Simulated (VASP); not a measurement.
# Zr: a series in biaxial strain in the (0001) plane

How do stress and energy of Zr follow biaxial strain in the (0001) plane?

Main program and level: VASP 6.6.1; r2SCAN; plane waves and PAW (Zr_sv), in the first sound run; inputs show where later runs differ.

## Step 1: The structure

It takes space group P6_3/mmc (No. 194, hexagonal). Conventional cell: a = 3.230 Å, b = 3.230 Å, c = 5.145 Å, α = 90.00°, β = 90.00°, γ = 120.00°. Nearest to Zr lie 12 Zr at 3.18 to 3.23 Å.

Coordinates:

```cif
data_structure
_symmetry_space_group_name_H-M 'P 1'
_symmetry_Int_Tables_number 1
_cell_length_a 3.2300
_cell_length_b 3.2300
_cell_length_c 5.1454
_cell_angle_alpha 90.000
_cell_angle_beta 90.000
_cell_angle_gamma 120.000
_cell_volume 46.49
loop_
_atom_site_label
_atom_site_type_symbol
_atom_site_fract_x
_atom_site_fract_y
_atom_site_fract_z
_atom_site_occupancy
Zr1 Zr 0.00000 0.00000 0.00000 1
Zr2 Zr 0.33333 0.66667 0.50000 1
```

## Step 2: Relax the crystal, r2SCAN

The series starts from the cell that this level prefers, so that zero strain is near zero stress.

This step took 2 runs in a row; the last is shown.

Level: r2SCAN; plane waves and PAW (Zr_sv).

INCAR

```
SYSTEM = Zr
PREC = Accurate
ENCUT = 450
EDIFF = 1E-07
NELM = 120
ISMEAR = 1
SIGMA = 0.15
LREAL = .FALSE.
ALGO = Normal
METAGGA = R2SCAN
LASPH = .TRUE.
NBANDS = 18
LORBIT = 11
LWAVE = .FALSE.
LCHARG = .FALSE.
KPAR = 8
IBRION = 2
NSW = 40
ISIF = 3
EDIFFG = -0.005
POTIM = 0.4
```

POSCAR

```
Zr
1.0
    3.2451151982      0.0000000000      0.0000000000
   -1.6225575991      2.8103521998      0.0000000000
    0.0000000000      0.0000000000      5.1516575479
Zr
2
Direct
    0.0000000000      0.0000000000      0.0000000000
    0.3333333333      0.6666666667      0.5000000000
```

KPOINTS

```
Automatic mesh
0
Gamma
21 21 12
0 0 0
```

PAW data sets: Zr_sv (PBE family, release 64).

Started as:

```bash
> mpirun -np 8 vasp_std
```

The log of the run:

```text
[banner, memory and clock lines left out]
running    8 mpi-ranks, on    1 nodes
[...]
|                                                                             |
|           W    W    AA    RRRRR   N    N  II  N    N   GGGG   !!!           |
|           W    W   A  A   R    R  NN   N  II  NN   N  G    G  !!!           |
|           W    W  A    A  R    R  N N  N  II  N N  N  G       !!!           |
|           W WW W  AAAAAA  RRRRR   N  N N  II  N  N N  G  GGG   !            |
|           WW  WW  A    A  R   R   N   NN  II  N   NN  G    G                |
|           W    W  A    A  R    R  N    N  II  N    N   GGGG   !!!           |
|                                                                             |
|     For optimal performance we recommend to set                             |
|       NCORE = 2 up to number-of-cores-per-socket                            |
|     NCORE specifies how many cores store one orbital (NPAR=cpu/NCORE).      |
|     This setting can greatly improve the performance of VASP for DFT.       |
[...]
|     You enforced a specific xc type in the INCAR file but a different       |
|     [... a line on the potential file left out ...]
|     I HOPE YOU KNOW WHAT YOU ARE DOING!                                     |
|                                                                             |

 LDA part: xc-table for (None), standard interpolation
 POSCAR, INCAR and KPOINTS ok, starting setup
[...]
entering main loop
       N       E                     dE             d eps       ncg     rms          rms(c)
DAV:   1     0.166142012668E+03    0.16614E+03   -0.12785E+04 12096   0.123E+03
DAV:   2    -0.435225929486E+02   -0.20966E+03   -0.20637E+03 14428   0.368E+02
DAV:   3    -0.585895822063E+02   -0.15067E+02   -0.14896E+02 22714   0.690E+01
DAV:   4    -0.589176436828E+02   -0.32806E+00   -0.32764E+00 14136   0.111E+01
[...]
DAV:  15    -0.455038593177E+02   -0.44549E-06   -0.39936E-08  7278   0.182E-03    0.549E-04
DAV:  16    -0.455038591842E+02    0.13350E-06   -0.10016E-08  7010   0.100E-03    0.276E-04
DAV:  17    -0.455038591637E+02    0.20461E-07   -0.23243E-09  6892   0.341E-04
   1 F= -.45503859E+02 E0= -.45504807E+02  d E =-.455039E+02
[...]
reached required accuracy - stopping structural energy minimisation
```

Run time: 69 s. Hardware: 8 MPI ranks of Intel Xeon 6975P-C (Granite Rapids), shared host; peak memory 2.4 GiB; 8.1 min of CPU time.

Lines that name or quote the potential files are left out of all logs, and their timing lines are given in words.

From OUTCAR (step 2):

```text
  Total        0.0016562      0.0016562     -0.0032294      0.0000000     -0.0000000     -0.0000000
  in kB        0.0564804      0.0564804     -0.1101278      0.0000000     -0.0000000     -0.0000000
  external PRESSURE =       0.0009444 kB  Pullay stress =       0.0000000 kB

 POSITION                                       TOTAL-FORCE (eV/Angst)
 -----------------------------------------------------------------------------------
      0.00000      0.00000      0.00000        -0.000000      0.000000      0.000000
     -0.00000      1.87357      2.57583         0.000000      0.000000      0.000000
 -----------------------------------------------------------------------------------
    total drift:                                0.000000     -0.000000     -0.000000

  FREE ENERGIE OF THE ION-ELECTRON SYSTEM (eV)
  ---------------------------------------------------
  free  energy   TOTEN  =       -45.5038591637 eV

  energy  without entropy=      -45.5067032140  energy(sigma->0) =      -45.50480718

 reached required accuracy - stopping structural energy minimisation

[... 3 further parts left out ...]
[key lines of the parts left out:]
E-fermi :   8.9637
```

Numbers from this step:

| Quantity | Value |
| --- | --- |
| energy(sigma→0) of the program | -45.5048 eV |
| stress, compression positive | xx, yy, zz 0.01, 0.01, -0.01 GPa |
| volume | 46.983 Å³ |
| ionic steps | 1 |

## Step 3: Strain along the normal, r2SCAN

One member in full: the plane is strained by -1.5 %, and the strain along the normal is moved by secant steps until the normal stress is under 0.012 GPa or five steps are spent; the atoms relax at each step.

This step took 3 runs, each at a new trial strain with the atoms of the one before; the last is shown.

Level: r2SCAN; plane waves and PAW (Zr_sv).

Edit INCAR of step 2 so:

```diff
@@ -15,7 +15,7 @@
 LCHARG = .FALSE.
-KPAR = 8
-IBRION = 2
-NSW = 40
-ISIF = 3
-EDIFFG = -0.005
-POTIM = 0.4
+KPAR = 2
+IBRION = 1
+NSW = 25
+ISIF = 2
+EDIFFG = -0.004
+POTIM = 0.3
```

POSCAR

```
Zr
1.0
    3.1964384700      0.0000000000      0.0000000000
   -1.5982192350      2.7681969170      0.0000000000
    0.0000000000      0.0000000000      5.2105455370
Zr
2
Direct
    0.0000000000      0.0000000000      0.0000000000
    0.3333333333      0.6666666667      0.5000000000
```

KPOINTS is that of step 2.

Started as:

```bash
> mpirun -np 2 vasp_std
```

The log of the run:

```text
[banner, memory and clock lines left out]
running    2 mpi-ranks, on    1 nodes
[...]
[... a notice as in an earlier step ...]

 LDA part: xc-table for (None), standard interpolation
 POSCAR, INCAR and KPOINTS ok, starting setup
[...]
entering main loop
       N       E                     dE             d eps       ncg     rms          rms(c)
DAV:   1     0.166874889940E+03    0.16687E+03   -0.12830E+04 12096   0.123E+03
DAV:   2    -0.436596828728E+02   -0.21053E+03   -0.20730E+03 14512   0.370E+02
DAV:   3    -0.585918253301E+02   -0.14932E+02   -0.14783E+02 22620   0.688E+01
DAV:   4    -0.589115209573E+02   -0.31970E+00   -0.31927E+00 14192   0.109E+01
[...]
DAV:  15    -0.454920025638E+02   -0.42985E-06   -0.42455E-08  7232   0.188E-03    0.564E-04
DAV:  16    -0.454920024330E+02    0.13081E-06   -0.10971E-08  6986   0.106E-03    0.258E-04
DAV:  17    -0.454920024200E+02    0.13017E-07   -0.23930E-09  6818   0.342E-04
   1 F= -.45492002E+02 E0= -.45492935E+02  d E =-.454920E+02
 BRION: g(F)=  0.273E-48 g(S)=  0.000E+00
 reached required accuracy - stopping structural energy minimisation
```

It took 3 min on 2 MPI ranks; peak memory 0.58 GiB.

From OUTCAR (step 3):

```text
  Total        0.7645274      0.7645274      0.0000699      0.0000000      0.0000000      0.0000000
  in kB       26.5678919     26.5678919      0.0024305      0.0000000      0.0000000      0.0000000
  external PRESSURE =      17.7127381 kB  Pullay stress =       0.0000000 kB

 POSITION                                       TOTAL-FORCE (eV/Angst)
 -----------------------------------------------------------------------------------
      0.00000      0.00000      0.00000         0.000000      0.000000      0.000000
     -0.00000      1.84546      2.60527        -0.000000      0.000000      0.000000
 -----------------------------------------------------------------------------------
    total drift:                                0.000000     -0.000000     -0.000000

  FREE ENERGIE OF THE ION-ELECTRON SYSTEM (eV)
  ---------------------------------------------------
  free  energy   TOTEN  =       -45.4920024200 eV

  energy  without entropy=      -45.4947993122  energy(sigma->0) =      -45.49293472

[... 2 parts as in an earlier step ...]

[... 2 further parts left out ...]
[key lines of the parts left out:]
E-fermi :   9.1625
```

This run gave:

```
energy(sigma→0) of the program : -45.4929 eV
stress, compression positive   : xx, yy, zz 2.66, 2.66, 0.00 GPa
ionic steps                    : 1
```

## Step 4: All members

The other members went through these steps as far as the tables show, with the same cutoff and, step by step, the same mesh; 19 runs are not shown. The session took 2.3 core hours (wall time by ranks) on a shared machine.

```
in-plane strain (%)  strain along the normal (%)  in-plane stress, tension positive (GPa)  energy above the unstrained row, extrapolated to no smearing (meV/atom)
             -2.000                        1.562                                   -3.550                                                                   10.515
             -1.500                        1.143                                   -2.657                                                                    5.936
             -1.000                        0.743                                   -1.768                                                                    2.658
             -0.500                        0.357                                        ?                                                                        ?
                  0                        0.000                                   -0.006                                                                    0.000
              0.500                       -0.359                                    0.852                                                                    0.604
              1.000                       -0.709                                    1.692                                                                    2.462
              1.500                       -1.057                                    2.509                                                                    5.542
              2.000                       -1.400                                    3.304                                                                    9.809
```

## Step 5: Stress from the known rows

A least-squares parabola through the 8 rows shown, with e the strain in %: stress = − 0.02962 e² + 1.719 e − 0.005577 (GPa), r.m.s. residual 0.0084 GPa.

For the withheld row, e = -0.5, the fit gives -0.872 GPa.

## Step 6: Prediction against calculation

The calculation gives -0.886 GPa, so the prediction is 0.014 GPa too high, within twice the residual of the fit.

Slopes at zero strain, from cubics through all rows: strain ratio -0.721, stress over strain 174 GPa. For (0001) the ratio is −2C₁₃/C₃₃.

## Step 7: What came out

```yaml
error_of_the_predicted_stress: 0.014 GPa
ratio_of_normal_to_in_plane_strain: -0.721
biaxial_modulus: 174 GPa
```

**Reading.** As a check, the curvature of the energy gives 175 GPa for the same modulus (energy per volume = M × strain²), 1 % from the slope of the stress. These are static values: temperature and zero-point motion are left out. In a metal the slopes also depend on mesh and smearing, which were held through the series.

[Lines on the potential files, build, host, timing and source positions are cut from VASP's logs without a mark.]

[Logs are printed without paths, hosts, clocks, repeated set-up lines and the standing remarks that a program may print on its own settings, such as how far it seeks lower states.]

[Hosts, paths, dates, database ids (printed as entryN), source tags and the programs' standing remarks are cut or masked in the printed files.]

[In band tables of VASP the shares of atoms and orbitals are scaled to a sum of 1 inside the atoms' spheres.]
